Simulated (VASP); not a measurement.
Energy against volume of MgH$_{2}$ (rutile). All values below come from PW91 GGA, VASP's PBE PAW potentials (set 64) (plane waves; VASP). Run with 520 eV cut-off, 5×5×7 Γ-centred mesh, Gaussian smearing of 0.050 eV, potentials Mg H.

Shape and ions are relaxed at each volume.

```csv
V (Å³/atom),E (eV/atom)
9.566,-2.97421
9.872,-2.97882
10.177,-2.98015
10.482,-2.97869
```

Fit these four points and predict the energy of the run at 10.788 Å³/atom.

A cubic in V^(−2/3), the third-order Birch-Murnaghan form, passes through the four points with V0 = 10.16 Å³/atom and B0 = 49 GPa, and gives -2.9748 eV/atom there. The run gave -2.9748 eV/atom, +0.1 meV/atom from the fit; all five points give B0 = 50 GPa.

The compound is MgH2 in the rutile structure. It was relaxed first.
